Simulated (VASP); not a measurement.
Given:

```
Ta2N
1.0
    3.10632     0.00000     0.00000
   -1.55316     2.69015     0.00000
    0.00000     0.00000     4.85961
Ta N
2 1
Direct
  0.66667   0.33333   0.74529
  0.33333   0.66667   0.25471
  0.00000   0.00000   0.00000
```

These are PBE GGA, VASP's PBE PAW potentials (set 64) (plane waves; VASP) values and carry that method's errors. Numerical set-up: 400 eV cut-off, 12×12×7 Γ-centred mesh, Gaussian smearing of 0.050 eV, potentials Ta_pv N.

Q: Give the energies of bands 9 to 16 at the high-symmetry points, in eV from the Fermi level.

A: 
```tsv
band	Γ	M	K	A	L	H
9	-6.03	-6.50	-7.32	-6.21	-6.66	-7.64
10	-6.03	-6.34	-6.18	-6.21	-6.08	-6.35
11	-4.93	-4.52	-3.33	-2.83	-3.25	-2.42
12	-0.62	-2.59	-2.69	-2.61	-2.13	-1.89
13	-0.20	-1.34	-2.69	-1.08	-2.08	-1.89
14	-0.20	1.82	1.33	-1.08	-0.23	0.68
15	0.32	1.94	1.33	1.83	0.76	0.81
16	0.32	3.77	3.00	1.97	3.34	0.81
```

It has no gap at this level: it comes out as a metal or semimetal.

The structure comes from a computed database's Ta2N entry; how it stands against other phases isn't given here. The cell was not relaxed at this level. The electron count is odd and the run is not spin-polarised, which forces a metal.
